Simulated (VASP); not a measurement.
VASP runs on CuCl (space group F-43m) share one base input (PBE GGA, plane waves, VASP's PBE PAW potentials (set 64)) and change the settings named in each case.

**KPOINTS**
```
Automatic mesh
0
Gamma
9 9 9
0 0 0
```

**INCAR**
```
SYSTEM  =  CuCl
PREC  =  Accurate; ENCUT  =  300; LREAL  =  .FALSE.
LASPH  =  .TRUE.
EDIFF  =  1E-6; NELM  =  100; ALGO  =  Normal
LMAXMIX  =  4
ISMEAR  =  -1; SIGMA  =  0.05
GGA  =  PE
ISIF  =  2
LWAVE  =  .FALSE.; LCHARG  =  .FALSE.
```

**POSCAR**
```
CuCl
1
    0.0000000000     2.7050000000     2.7050000000
    2.7050000000     0.0000000000     2.7050000000
    2.7050000000     2.7050000000     0.0000000000
Cu Cl
1 1
Direct
  0.0000000000   0.0000000000   0.0000000000
  0.2500000000   0.2500000000   0.2500000000
```

POTCAR, in this order: Cu Cl (PBE.64 set). Program: vasp_std.

```
change                                                                 E(σ→0) (eV/atom)  pressure (GPa)
---------------------------------------------------------------------  ----------------  --------------
base run                                                                        -3.1688           -0.42
GGA = PS                                                                        -3.5151             [?]
KPOINTS 6×6×6 Γ-centred mesh                                                    -3.1687           -0.40
LDAU = .TRUE., LDAUJ = 0 0, LDAUL = 2 -1, LDAUTYPE = 2, LDAUU = 7.0 0           -2.3517             [?]
```

Q: What belongs in the gaps?

A: 
- GGA = PS, pressure (GPa): -4.34
- LDAU = .TRUE., LDAUJ = 0 0, LDAUL = 2 -1, LDAUTYPE = 2, LDAUU = 7.0 0, pressure (GPa): 0.69

Energies of different potentials or functionals have different zeros.  At 300 eV the pressure can carry a Pulay error.

Left out are runs that ran out of time, are held back, or changed the cell or the kind of run, fixed moments of cells without a moment, rows past the twelfth, gaps on odd meshes, pressures of charged cells and columns that move by less than the noise.

The structure is a typed CuCl crystal (F-43m). The cell was not relaxed at this level.
